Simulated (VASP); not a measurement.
Set up this calculation in VASP 6.6.1, as the native input.

```yaml
Task: single point
Functional: PBE
Dispersion: D3(BJ)
Potentials_or_basis: VASP PAW PBE potentials, release 64 (H)
Cutoff: 520 eV
k_mesh: 1 × 1 × 1
Occupations: fermi-dirac, width 0.02 eV
Spin: no spin polarisation
Dipole_correction: no
Further_INCAR_settings: LREAL = Auto; ALGO = Fast; EDIFF = 1e-07; NBANDS = 26
```

The structure of H lies in POSCAR:

```
H
1.0
    7.3061440000      0.0000000000      0.0000000000
    0.0000000000      7.3061440000      0.0000000000
    0.0000000000      0.0000000000      7.3061440000
H
20
Direct
    0.5949923790      0.5350702094      0.4011007722
    0.6227224648      0.6007409654      0.4621726591
    1.1846604721      1.1854816987      0.3705237674
    1.1532896149      1.2772811486      0.4107912464
    0.7618793169      0.8021467959      0.4601469667
    0.7604147961      0.8576343417      0.3694835470
    0.7933322968      0.3455447908      0.6708052839
    0.8935493196      0.3285043383      0.6248302798
   -0.0652327685      1.3743227618      1.0848403754
    0.0307412501      1.3945386239      1.0478167416
    0.5265568267      0.2361984653      0.0507244314
    0.4369883758      0.2031304064      0.0029427287
    0.4943784300     -0.1855972179      0.0228301003
    0.3878653364     -0.1784114849      0.0479870093
    1.0306804793      0.7414581481      0.1971902005
    0.9740842776      0.8139587722      0.2101108327
   -0.1542263607     -0.1925639571      0.7490544944
   -0.1829966669     -0.2525408752      0.8274816374
    1.1685507430      0.6536553345      0.5288015128
    1.1177989374      0.6771424160      0.6269380948
```

The cell was built by a generator and needn't be a form met in nature.

The input as run:

INCAR

```
SYSTEM = H
PREC = Accurate
ENCUT = 520
EDIFF = 1E-7
ISMEAR = -1
SIGMA = 0.02
LREAL = Auto
LASPH = .True.
NELM = 60
ALGO = Fast
ISIF = 2
LWAVE = .False.
LCHARG = .True.
GGA = PE
IVDW = 12
LELF = .True.
LVHAR = .True.
NBANDS = 26
```

KPOINTS

```
regular mesh
0
Gamma
  1 1 1
  0 0 0
```

Potentials or basis: VASP PAW PBE potentials, release 64 (H).

The run is started by

```console
$ cat potpaw_PBE.64/H/POTCAR > POTCAR
$ mpirun -np 1 vasp_gam > vasp.out
```

It gave:

- Pressure: -0.2 GPa
- Largest force: 3.145 eV/Å
- Band gap on the k mesh: 8.39 eV, direct
- Dispersion energy per atom: -0.012 eV

Run time: 17 s on 1 thread of Intel(R) Xeon(R) 6975P-C (Granite Rapids), on a shared host, peak memory 0.35 GiB.
